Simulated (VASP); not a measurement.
The system is SbAs.

```xyz
2
Lattice="2.0194 1.1659 3.6243 -2.0194 1.1659 3.6243 0.0000 -2.3318 3.6243" Properties=species:S:1:pos:R:3 pbc="T T T"
Sb    0.0000    0.0000    5.4365
As    0.0000    0.0000    0.0000
```

Measurements of this composition are mostly on another form, of space group No. 160.

| Property | Result |
| --- | --- |
| Program | VASP 6.6.1 |
| Task | relaxation of cell and atoms |
| Functional | PBEsol |
| Potentials or basis | VASP PAW PBE potentials, release 64 (Sb, As) |
| Cutoff | 600 eV |
| k mesh | 10 × 10 × 10 |
| Occupations | gaussian, width 0.05 eV |
| Spin | no spin polarisation |

At the start: pressure -4.6 GPa; volume 25.60 Å³/atom.

Q: Where does the relaxation end?

A: Over 10 steps the energy falls by 40.8 meV/atom and the volume is 23.99 Å³/atom (-6.3 %); space group R-3m (No. 166, to 0.05 Å).

Step by step:
```
step  energy change (eV)  largest force (eV/Å)  pressure (GPa)  volume (Å³)
   1              0.0000                0.0000           -4.57        51.20
   2             -0.0564                0.0000            3.26        45.96
   3             -0.0698                0.0000            0.55        47.45
   4             -0.0765                0.0000            0.22        47.71
   5             -0.0802                0.0000           -0.01        47.97
   6             -0.0803                0.0000           -0.70        48.46
   7             -0.0807                0.0000           -0.53        48.34
   8             -0.0814                0.0000           -0.25        48.16
   9             -0.0814                0.0000            0.22        47.86
  10             -0.0815                0.0000            0.02        47.99
```

Final structure:
```cif
data_structure
_symmetry_space_group_name_H-M 'P 1'
_symmetry_Int_Tables_number 1
_cell_length_a 4.1015
_cell_length_b 4.1015
_cell_length_c 4.1015
_cell_angle_alpha 59.278
_cell_angle_beta 59.278
_cell_angle_gamma 59.278
_cell_volume 47.99
loop_
_atom_site_label
_atom_site_type_symbol
_atom_site_fract_x
_atom_site_fract_y
_atom_site_fract_z
_atom_site_occupancy
Sb1 Sb 0.50000 0.50000 0.50000 1
As1 As 0.00000 0.00000 0.00000 1
```

Caveat: the PAW data sets were made with another functional, which shifts forces and pressure a little.
